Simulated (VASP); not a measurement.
# BaHf2Ag2: single point with r2SCAN

BaHf2Ag2:

```
CELL_PARAMETERS angstrom
-0.01475 4.72408 -0.03294
4.72679 -0.01475 -0.02899
2.39023 2.39352 -5.44939
ATOMIC_POSITIONS crystal
Ba 0.01031 0.02298 0.98998
Ag 0.72761 0.24973 0.51916
Ag 0.26870 0.75595 0.47529
Hf 0.33896 0.37820 0.25193
Hf 0.62769 0.62126 0.73975
```

The cell was built by a generator and needn't be a form met in nature.

* Program: VASP 6.6.1
* Task: single point
* Functional: r2SCAN
* Potentials or basis: VASP PAW PBE potentials, release 64 (Ba_sv, Ag, Hf_pv)
* Cutoff: 520 eV
* k mesh: 4 × 4 × 4, shifted
* Occupations: fermi-dirac, width 0.1 eV
* Spin: no spin polarisation

```
Pressure               : 10.7 GPa
Largest force          : 1.226 eV/Å
Band gap on the k mesh : none (metal or under the smearing width)
```

Forces in eV/Å, atoms in the order of the input:
```
Ba  -0.369 -0.472 -0.169
Ag  -0.624 -0.720  0.566
Ag   0.332  0.101 -0.353
Hf  -0.167  0.625 -0.820
Hf   0.828  0.465  0.776
```

Stress tensor (GPa, compression positive):
```
12.10  0.16 -1.30
 0.16  8.63  0.71
-1.30  0.71 11.28
```

Levels at points of the mesh, in eV from the Fermi level:
| k point | band 22 | band 23 | band 24 | band 25 | band 26 | band 27 | band 28 | band 29 | band 30 | band 31 |
| --- | --- | --- | --- | --- | --- | --- | --- | --- | --- | --- |
| (0.12, 0.12, 0.00) | -2.16 | -1.70 | -1.21 | -0.60 | -0.43 | 0.11 | 0.49 | 0.84 | 1.11 | 1.46 |

Wall time 4 min on 1 thread of Intel(R) Xeon(R) Platinum 8488C (Sapphire Rapids) (shared host), peak memory 0.34 GiB.

Caveat: the k mesh is coarse (spacing up to 0.36 Å⁻¹), so the values aren't converged; the PAW data sets were made with another functional, which shifts forces and pressure a little. Spin-orbit coupling is left out, which matters for the levels of Ba, Hf.
